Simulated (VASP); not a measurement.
A VASP calculation is set up with these files.

File KPOINTS:
```
Automatic mesh
0
Gamma
8 8 8
0 0 0
```

File POSCAR:
```
MgSe
1.0
  0.0000000000   2.7300000000   2.7300000000
  2.7300000000   0.0000000000   2.7300000000
  2.7300000000   2.7300000000   0.0000000000
Mg Se
1 1
direct
  0.0000000000   0.0000000000   0.0000000000
  0.5000000000   0.5000000000   0.5000000000
```

**INCAR**
```
SYSTEM = MgSe
PREC = Accurate
ENCUT = 520
EDIFF = 1E-6
NELM = 100
ALGO = Normal
LREAL = .FALSE.
LASPH = .TRUE.
ISMEAR = 0
SIGMA = 0.05
LMAXMIX = 4
LWAVE = .FALSE.
LCHARG = .FALSE.
IBRION = 2
ISIF = 3
NSW = 60
EDIFFG = -0.01
```

POTCAR, in this order: Mg Se (LDA.64 set). Program: vasp_std.

Q: Translate this LDA calculation to Quantum ESPRESSO's pw.x.

A: One equivalent input (not run):
```
&CONTROL
  calculation = 'vc-relax'
  pseudo_dir = './pseudo'
  outdir = './out'
  tprnfor = .true.
  tstress = .true.
  nstep = 60
  forc_conv_thr = 0.00039
/
&SYSTEM
  ibrav = 0
  nat = 2
  ntyp = 2
  ecutwfc = 86
  occupations = 'smearing'
  smearing = 'gaussian'
  degauss = 0.003675
  input_dft = 'pz'
/
&ELECTRONS
  conv_thr = 7.3e-08
  electron_maxstep = 100
/
&IONS
/
&CELL
/
ATOMIC_SPECIES
  Mg 24.305 Mg.upf
  Se 78.971 Se.upf
CELL_PARAMETERS angstrom
     0.0000000    2.7300000    2.7300000
     2.7300000    0.0000000    2.7300000
     2.7300000    2.7300000    0.0000000
ATOMIC_POSITIONS crystal
  Mg   0.0000000  0.0000000  0.0000000
  Se   0.5000000  0.5000000  0.5000000
K_POINTS automatic
  8 8 8 0 0 0
```
What does not carry over: the potentials are each code's own (VASP's PAW set, PseudoDojo norm-conserving files in pw.x), so ENCUT and ecutwfc are chosen apart and not converted; conv_thr bounds pw.x's estimated SCF error, while EDIFF bounds the energy change between steps; forc_conv_thr acts on force components and is met together with etot_conv_thr.

The compound is MgSe in the rock salt structure. This run relaxes it. Symmetry was kept, so distortions that lower it aren't found.
